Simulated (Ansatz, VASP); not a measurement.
# One calculation of Na2Ta3, two programs

INCAR

```
  ALGO = Normal
  EDIFF = 1E-7
  EDIFFG = -0.01
  ENCUT = 600
  GGA = PE
  IBRION = 2
  ISIF = 3
  ISMEAR = 0
  LASPH = T
  LCHARG = F
  LREAL = F
  LWAVE = F
  NELM = 100
  NSW = 100
  PREC = Accurate
  SIGMA = 0.1
```

Contents of KPOINTS:

```
k-points
0
Gamma
  8 8 8
```

The input POSCAR:

```
Na2Ta3
1.0
    4.8177170459      0.0000000000      0.0000000000
    0.0000000000      4.8177170459      0.0000000000
    0.0000000000      0.0000000000      4.8177170459
Na Ta
2 3
Direct
    0.0000000000      0.0000000000      0.0000000000
    0.5000000000      0.5000000000      0.5000000000
    0.0000000000      0.5000000000      0.5000000000
    0.5000000000      0.0000000000      0.5000000000
    0.5000000000      0.5000000000      0.0000000000
```

Input for Ansatz:

```yaml
crystal:
  lattice:
    - [4.8177170459, 0.0, 0.0]
    - [0.0, 4.8177170459, 0.0]
    - [0.0, 0.0, 4.8177170459]
  atoms:
    - { symbol: Na, position: [0.0, 0.0, 0.0] }
    - { symbol: Na, position: [0.5, 0.5, 0.5] }
    - { symbol: Ta, position: [0.0, 0.5, 0.5] }
    - { symbol: Ta, position: [0.5, 0.0, 0.5] }
    - { symbol: Ta, position: [0.5, 0.5, 0.0] }
basis:
  ecutwfc: 420
kpoints:
  mp_grid: { grid: [8, 8, 8] }
hamiltonian:
  xc: pbe
scf:
  occupations: { method: gaussian, width: 0.1 }
output:
  forces: true
  stress: true
  eigenvalues: true
  write_density: true
  write_potential: true
  elf: true
  volumetric_format: npy
relax:
  adjacent_minimum: "off"
  f_tol: 0.01
  max_steps: 80
  cell: { stress_tol: 0.05 }
```

Alike in both runs: task relaxation of cell and atoms; functional PBE; k mesh 8 × 8 × 8; occupations gaussian, width 0.1 eV; no spin polarisation.

```csv
,VASP,Ansatz
version,VASP 6.6.1,Ansatz 0.2.0
potentials or method,"VASP PAW PBE potentials, release 64 (Na_pv, Ta_pv)","scalar-relativistic, plane waves, PAW"
plane-wave cutoff (eV),600,420
valence electrons in the cell,47,57
```

```csv
,VASP,Ansatz,Ansatz less VASP
"gap on the k mesh at the Fermi level, each at its own relaxed structure (eV)",none,none,-
relaxed volume (Å³/atom),22.41,22.35,-0.060
relaxed cell length with the largest relative difference (Å),4.821,4.817,-0.0043
```

A gap of «none» marks a metal or a gap that the smearing closes. The two sets of potentials don't hold the same shells in valence.

The runs have no spin-orbit coupling, so splittings on Ta are missing.
